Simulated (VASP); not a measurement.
Level of theory: PW91 GGA, VASP's PBE PAW potentials (set 64) (plane waves; VASP).

VASP ran on this input.

**POSCAR**
```
Ca
2.700760
  0.0000000000   1.0000001421   1.0000001421
  1.0000001421   0.0000000000   1.0000001421
  1.0000001421   1.0000001421   0.0000000000
Ca
1
Cartesian
  0.0000000000   0.0000000000   0.0000000000
```

**INCAR**
```
ISMEAR=1   ! Methfessel-Paxton
ISIF=2   ! forces and stress, cell fixed
LREAL=F   ! projection in real space or not
EDIFF=1E-7   ! SCF stop (eV)
SYSTEM=Ca
GGA=91   ! PW91
ALGO=Normal   ! blocked Davidson
LASPH=T   ! aspherical one-centre terms
LCHARG=F
NELM=100   ! most electronic steps
SIGMA=0.1
PREC=Accurate
ENCUT=520   ! plane-wave cut-off (eV)
LWAVE=F
```

### KPOINTS
```
kpoints
0
G
  11 11 11
```

POTCAR, in this order: Ca_sv (PBE.64 set). Program: vasp_std.

Task: What will the output report for the number of irreducible k-points (NKPTS), largest plane-wave count, number of space-group operations, FFT grid (NGX, NGY, NGZ)?

Result: 
The number of irreducible k-points (NKPTS) comes out as 56 and the largest plane-wave count comes out as 1071. The number of space-group operations comes out as 48 and the FFT grid (NGX, NGY, NGZ) is 28 × 28 × 28.

The compound is Ca in the fcc structure. This cell is one point of a volume scan, at 0.94 of the reference volume.
